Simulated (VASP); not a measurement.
Input:

```
CELL_PARAMETERS angstrom
      1.77074    -3.06700     0.00000
      1.77074     3.06700     0.00000
      0.00000     0.00000    14.04516
ATOMIC_POSITIONS crystal
  Te 0.33333 0.66667 0.87900
  Te 0.66667 0.33333 0.37900
  Te 0.66667 0.33333 0.12100
  Te 0.33333 0.66667 0.62100
  Mo 0.33333 0.66667 0.25000
  Mo 0.66667 0.33333 0.75000
```

The numbers are results of PBE GGA, VASP's PBE PAW potentials (set 64) (plane waves; VASP 6.6.1), not measurements. Run with 300 eV cut-off, 7×7×2 Γ-centred mesh, Fermi-Dirac smearing of 0.050 eV, potentials Te Mo_sv.

At this cut-off the stress carries a Pulay error, which pulls relaxed volumes low.

### Question
Give the stress tensor in GPa (positive for a compressed cell).

### Answer

```
0.87  0.00  0.00
0.00  0.87  0.00
0.00  0.00  1.32
```
The pressure is its mean diagonal, 1.02 GPa.

The structure is a typed MoTe2 crystal. The cell was not relaxed at this level.
